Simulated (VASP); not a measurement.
# ZrOs (Pm-3m) in VASP: further runs

Runs on ZrOs. Level: LDA. Tasks: single point, relaxation of cell and atoms.

All numbers are computed with VASP 6.6.1; they aren't measurements. Logs are shortened: lines on timing, memory, paths and dates and some standing lists are left out, and cuts for length are marked.

### 1 The structure

The structure is cubic, space group Pm-3m (No. 221). The conventional cell has a = 3.227 Å, b = 3.227 Å, c = 3.227 Å, α = 90.00°, β = 90.00°, γ = 90.00°. Zr (site symmetry m-3m) is surrounded by 8 Os at 2.79 Å. Around Os (site symmetry m-3m) lie 8 Zr at 2.79 Å.

### 2 Single point, LDA

Input file INCAR:

```
SYSTEM = ZrOs
ALGO = Normal
EDIFF = 1E-6
ENCUT = 520
GGA = CA
ISIF = 2
ISMEAR = 0
LASPH = .TRUE.
LCHARG = .FALSE.
LREAL = .FALSE.
LWAVE = .FALSE.
NBANDS = 17
NELM = 60
PREC = Accurate
SIGMA = 0.1
```

Input file KPOINTS:

```
k-points
0
G
  14 14 14
  0 0 0
```

Input file POSCAR:

```
ZrOs
1.0
    3.2266863382      0.0000000000      0.0000000000
    0.0000000000      3.2266863382      0.0000000000
    0.0000000000      0.0000000000      3.2266863382
Zr Os
1 1
Direct
    0.5000000000      0.5000000000      0.5000000000
    0.0000000000      0.0000000000      0.0000000000
```

Potentials or basis: VASP PAW LDA potentials, release 64 (Zr_sv, Os).

Run with:

```sh
> cat potpaw_LDA.64/Zr_sv/POTCAR potpaw_LDA.64/Os/POTCAR > POTCAR
> mpirun -np 1 vasp_std > vasp.out
```

OUTCAR:

```text
SYSTEM = ZrOs
   EDIFF = 1E-6
   ENCUT = 520
   GGA = CA
   ISIF = 2
   ISMEAR = 0
   LASPH = .TRUE.
   LREAL = .FALSE.
   NELM = 60
   PREC = Accurate

 ion  position               nearest neighbor table
   1  0.500  0.500  0.500-   2 2.79   2 2.79   2 2.79   2 2.79   2 2.79   2 2.79   2 2.79   2 2.79

   2  0.000  0.000  0.000-   1 2.79   1 2.79   1 2.79   1 2.79   1 2.79   1 2.79   1 2.79   1 2.79

  LATTYP: Found a simple cubic cell.
 ALAT       =     3.2266863382

  Lattice vectors:

 A1 = (   3.2266863382,   0.0000000000,   0.0000000000)
 A2 = (   0.0000000000,   3.2266863382,   0.0000000000)
 A3 = (   0.0000000000,   0.0000000000,   3.2266863382)

Analysis of symmetry for initial positions (statically):
=====================================================================
 Subroutine PRICEL returns:
 Original cell was already a primitive cell.

 Routine SETGRP: Setting up the symmetry group for a
 simple cubic supercell.

 Subroutine GETGRP returns: Found 48 space group operations
 (whereof 48 operations were pure point group operations)
 out of a pool of 48 trial point group operations.

The static configuration has the point symmetry O_h .

Analysis of symmetry for dynamics (positions and initial velocities):
=====================================================================
 Subroutine PRICEL returns:
 Original cell was already a primitive cell.

 Routine SETGRP: Setting up the symmetry group for a
 simple cubic supercell.

 Subroutine GETGRP returns: Found 48 space group operations
 (whereof 48 operations were pure point group operations)
 out of a pool of 48 trial point group operations.

The dynamic configuration has the point symmetry O_h .

 Subroutine INISYM returns: Found 48 space group operations
 (whereof 48 operations are pure point group operations),
 and found     1 'primitive' translations

----------------------------------------------------------------------------------------

                                     Primitive cell

  volume of cell :      33.5947

  direct lattice vectors                    reciprocal lattice vectors
     3.226686338  0.000000000  0.000000000     0.309915466  0.000000000  0.000000000
     0.000000000  3.226686338  0.000000000     0.000000000  0.309915466  0.000000000
     0.000000000  0.000000000  3.226686338     0.000000000  0.000000000  0.309915466

  length of vectors
     3.226686338  3.226686338  3.226686338     0.309915466  0.309915466  0.309915466

  position of ions in fractional coordinates (direct lattice)
     0.500000000  0.500000000  0.500000000
     0.000000000  0.000000000  0.000000000

  ion indices of the primitive-cell ions
   primitive index   ion index
                 1           1
                 2           2

----------------------------------------------------------------------------------------

 KPOINTS: k-points

Automatic generation of k-mesh.
 Grid dimensions read from file:
 generate k-points for:   14   14   14

 Generating k-lattice:

  Cartesian coordinates                     Fractional coordinates (reciprocal lattice)
     0.022136819  0.000000000  0.000000000     0.071428571  0.000000000  0.000000000
     0.000000000  0.022136819  0.000000000     0.000000000  0.071428571  0.000000000
     0.000000000  0.000000000  0.022136819     0.000000000  0.000000000  0.071428571

  Length of vectors
     0.022136819  0.022136819  0.022136819

  Shift w.r.t. Gamma in fractional coordinates (k-lattice)
     0.000000000  0.000000000  0.000000000

 Subroutine IBZKPT returns following result:
 ===========================================

 Found    120 irreducible k-points:

 Following reciprocal coordinates:
            Coordinates               Weight
  0.000000  0.000000  0.000000      1.000000
  0.071429  0.000000  0.000000      6.000000
  0.142857  0.000000  0.000000      6.000000
  0.214286  0.000000  0.000000      6.000000
  0.285714  0.000000  0.000000      6.000000
  0.357143  0.000000  0.000000      6.000000
[... 16 lines left out ...]
  0.285714  0.214286  0.000000     24.000000
  0.357143  0.214286  0.000000     24.000000
 [... further k-points ...]
   k-points           NKPTS =    120   k-points in BZ     NKDIM =    120   number of bands    NBANDS=     17
   number of dos      NEDOS =    301   number of ions     NIONS =      2
   total plane-waves  NPLWV =  13824
   dimension x,y,z NGX =    24 NGY =   24 NGZ =   24
   dimension x,y,z NGXF=    48 NGYF=   48 NGZF=   48
   ions per type =               1   1
   NGX,Y,Z   is equivalent  to a cutoff of  12.37, 12.37, 12.37 a.u.
   NGXF,Y,Z  is equivalent  to a cutoff of  24.73, 24.73, 24.73 a.u.
 SYSTEM =  ZrOs
   PREC   = accura    normal or accurate (medium, high low for compatibility)
   ISTART =      0    job   : 0-new  1-cont  2-samecut
   ICHARG =      2    charge: 1-file 2-atom 10-const
   ISPIN  =      1    spin polarized calculation?
   LNONCOLLINEAR =      F non collinear calculations
   LSORBIT =      F    spin-orbit coupling
   LASPH  =      T    aspherical Exc in radial PAW
   ENCUT  =  520.0 eV  38.22 Ry    6.18 a.u.   6.00  6.00  6.00*2*pi/ulx,y,z
   NELM   =     60;   NELMIN=  2; NELMDL= -5     # of ELM steps
   EDIFF  = 0.1E-05   stopping-criterion for ELM
   LREAL  =      F    real-space projection
   EDIFFG = 0.1E-04   stopping-criterion for IOM
   NSW    =      0    number of steps for IOM
   IBRION =     -1    ionic relax: 0-MD 1-quasi-New 2-CG
   NFREE  =      0    steps in history (QN), initial steepest desc. (CG)
   ISIF   =      2    stress and relaxation
   ISYM   =      2    0-nonsym 1-usesym 2-fastsym
   POTIM  = 0.5000    time-step for ionic-motion
   TEBEG  =    0.0;   TEEND  =   0.0 temperature during run
   PSTRESS=    0.0 pullay stress
   NELECT =      20.0000    total number of electrons
   NUPDOWN=      -1.0000    fix difference up-down
   EMIN   =  10.00;   EMAX   =-10.00  energy-range for DOS
   EFERMI =   0.00;   METHOD = LEGACY
   ISMEAR =     0;   SIGMA  =   0.10  broadening in eV -4-tet -1-fermi 0-gaus
   EFERMI_NEDOS =   21; number of points for ismear=-14 and -15
   IALGO  =     38    algorithm
   IMIX   =      4    mixing-type and parameters
     AMIX     =   0.40;   BMIX     =  1.00
     AMIX_MAG =   1.60;   BMIX_MAG =  1.00
  volume/ion in A,a.u.               =      16.80       113.35
  Fermi-wavevector in a.u.,A,eV,Ry     =   1.377193  2.602517 25.805626  1.896660
  Thomas-Fermi vector in A             =   2.502369
   LORBIT       =      0    0 simple, 1 ext, 2 COOP (PROOUT), +10 PAW based schemes
   GGA     = CA    functional components
   LHFCALC =     F    Hartree Fock is set to
   AEXX    =    0.0000 exact exchange contribution
   IVDW    =     0    specifies the selected vdW correction
   LEPSILON=     F    determine dielectric tensor
   LRPA    =     F    only Hartree local field effects (RPA)
 non-spin polarized calculation
 Gauss-broadening in eV      SIGMA  =   0.10
  energy-cutoff  :      520.00
  volume of cell :       33.59
 maximum number of plane-waves:       924
 NGX is ok and might be reduce to    24
   NGX = 11   NGY = 11   NGZ = 11

 number of electron      20.0000000 magnetization

 Free energy of the ion-electron system (eV)
  ---------------------------------------------------
  ext. energy  EPLUGINS =         0.00000000
  ---------------------------------------------------
  free energy    TOTEN  =       -23.07760635 eV

  energy without entropy =      -23.07549780  energy(sigma->0) =      -23.07655207

 E-fermi :  10.0778     XC(G=0): -13.0049

 val. band max:       10.0440652125   @ k =   0.4286   0.4286   0.0000
 cond. band min:      10.1001527094   @ k =   0.4286   0.1429   0.0000
 fundamental gap:      0.0560874969
 Fermi energy:        10.0777998802

 k-point     1 :       0.0000    0.0000    0.0000
  band No.  band energies     occupation
      1     -38.2860      2.00000
      2     -16.2867      2.00000
      3     -16.2867      2.00000
      4     -16.2867      2.00000
      5       2.0729      2.00000
      6       4.6968      2.00000
[... 9 lines left out ...]
     16      18.5086      0.00000
     17      18.5086      0.00000

 k-point     2 :       0.0714    0.0000    0.0000
  band No.  band energies     occupation
      1     -38.2833      2.00000
      2     -16.3178      2.00000
      3     -16.2857      2.00000
      4     -16.2857      2.00000
      5       2.1904      2.00000
      6       4.7507      2.00000
[... 9 lines left out ...]
     16      18.1476      0.00000
     17      19.1291      0.00000

 k-point     3 :       0.1429    0.0000    0.0000
  band No.  band energies     occupation
      1     -38.2756      2.00000
      2     -16.4039      2.00000
      3     -16.2829      2.00000
      4     -16.2829      2.00000
      5       2.5331      2.00000
      6       4.9102      2.00000
[... 9 lines left out ...]
     16      17.2803      0.00000
     17      20.4291      0.00000

 k-point     4 :       0.2143    0.0000    0.0000
  band No.  band energies     occupation
      1     -38.2645      2.00000
      2     -16.5260      2.00000
      3     -16.2788      2.00000
      4     -16.2788      2.00000
      5       3.0721      2.00000
      6       5.1689      2.00000
[... 9 lines left out ...]
     16      16.3105      0.00000
     17      21.9678      0.00000
[... 343 lines left out ...]
      1     -38.2453      2.00000
      2     -16.5264      2.00000
      3     -16.4720      2.00000
      4     -16.2641      2.00000
      5       3.7964      2.00000
      6       5.5547      2.00000
[... 9 lines left out ...]
     16      17.8046      0.00000
     17      20.1908      0.00000

 k-point    23 :       0.2857    0.2143    0.0000
  band No.  band energies     occupation
      1     -38.2342      2.00000
      2     -16.6267      2.00000
      3     -16.4788      2.00000
      4     -16.2556      2.00000
      5       4.2264      2.00000
      6       5.7206      2.00000
[... 9 lines left out ...]
     16      17.1136      0.00000
     17      20.8496      0.00000

 k-point    24 :       0.3571    0.2143    0.0000
  band No.  band energies     occupation
      1     -38.2242      2.00000
      2     -16.7316      2.00000
      3     -16.4684      2.00000
      4     -16.2480      2.00000
      5       4.6269      2.00000
      6       5.8488      2.00000
[... 9 lines left out ...]
     16      16.3728      0.00000
     17      21.7307      0.00000

 [... further k-points ...]

------------------------ aborting loop because EDIFF is reached ----------------------------------------

  FORCE on cell =-STRESS in cart. coord.  units (eV):
  Direction    XX          YY          ZZ          XY          YZ          ZX
  --------------------------------------------------------------------------------------
  -------------------------------------------------------------------------------------
  Total        0.0848638      0.0848638      0.0848638      0.0000000      0.0000000      0.0000000
  in kB        4.0472755      4.0472755      4.0472755      0.0000000      0.0000000      0.0000000
  external PRESSURE =       4.0472755 kB  Pullay stress =       0.0000000 kB

 VOLUME and BASIS-vectors are now :
 -----------------------------------------------------------------------------
  energy-cutoff  :      520.00
  volume of cell :       33.59
      direct lattice vectors                 reciprocal lattice vectors
     3.226686338  0.000000000  0.000000000     0.309915466  0.000000000  0.000000000
     0.000000000  3.226686338  0.000000000     0.000000000  0.309915466  0.000000000
     0.000000000  0.000000000  3.226686338     0.000000000  0.000000000  0.309915466

 POSITION                                       TOTAL-FORCE (eV/Angst)
 -----------------------------------------------------------------------------------
      1.61334      1.61334      1.61334         0.000000      0.000000      0.000000
      0.00000      0.00000      0.00000         0.000000      0.000000      0.000000
 -----------------------------------------------------------------------------------
    total drift:                                0.000000     -0.000000     -0.000000

  FREE ENERGIE OF THE ION-ELECTRON SYSTEM (eV)
  ---------------------------------------------------
  free  energy   TOTEN  =       -23.0776063520 eV

  energy  without entropy=      -23.0754977964  energy(sigma->0) =      -23.07655207
```

Run time: 19 s. Hardware: 1 thread of Intel Xeon 6975P-C (Granite Rapids), shared host; peak memory 0.16 GiB.

What came out:

```
Free energy            : -23.0776 eV
Pressure               : 0.4 GPa
Band gap on the k mesh : none (metal or under the smearing width)
```

[end of part 1 of 2]
